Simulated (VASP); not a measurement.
The input files of a VASP run:

### INCAR
```
# general
SYSTEM=Be
PREC  =Accurate
ENCUT =480
LREAL =.FALSE.
LASPH =.TRUE.   # aspherical one-centre terms

# electronic loop
EDIFF =1E-7
NELM  =100   # most electronic steps
ALGO  =Normal   # blocked Davidson

# smearing
ISMEAR=1   # Methfessel-Paxton
SIGMA =0.1

# functional
GGA   =PE   # PBE

# ions
ISIF  =2   # forces and stress, cell fixed

# output
LWAVE =.FALSE.
LCHARG=.FALSE.
```

POSCAR:
```
Be
1
    1.0993522491    -1.9041337865     0.0000000000
    1.0993522491     1.9041337865     0.0000000000
    0.0000000000     0.0000000000     3.4507638337
Be
2
Direct
  0.3333330000   0.6666670000   0.2500000000
  0.6666670000   0.3333330000   0.7500000000
```

KPOINTS:
```
Automatic mesh
0
gamma
  18 18 10
```

POTCAR, in this order: Be (PBE.64 set). Program: vasp_std.

Write an equivalent input for Ansatz.

One equivalent input (not run):
Ansatz 0.2 input:
```yaml
crystal:
  lattice:
    - [1.0993522, -1.9041338, 0.0000000]
    - [1.0993522, 1.9041338, 0.0000000]
    - [0.0000000, 0.0000000, 3.4507638]
  atoms:
    - { symbol: Be, position: [0.3333330, 0.6666670, 0.2500000] }
    - { symbol: Be, position: [0.6666670, 0.3333330, 0.7500000] }
kpoints:
  mp_grid: { grid: [18, 18, 10] }
hamiltonian:
  xc: pbe
  pseudopotentials: { kind: paw }
scf:
  occupations: { method: methfessel_paxton, width: 0.1 }
  max_iter: 100
output: { forces: true, stress: true, eigenvalues: true }
```
The two are equivalent in intent, not identical: each code has its own PAW files, so the cut-off isn't converted (ENCUT is set for VASP's; basis.ecutwfc is left out, and Ansatz then takes the one that its files recommend); Ansatz stops its SCF on the density residual and VASP on the energy change (EDIFF).

The compound is Be in the hcp structure. This cell was strained or had an atom moved on purpose.
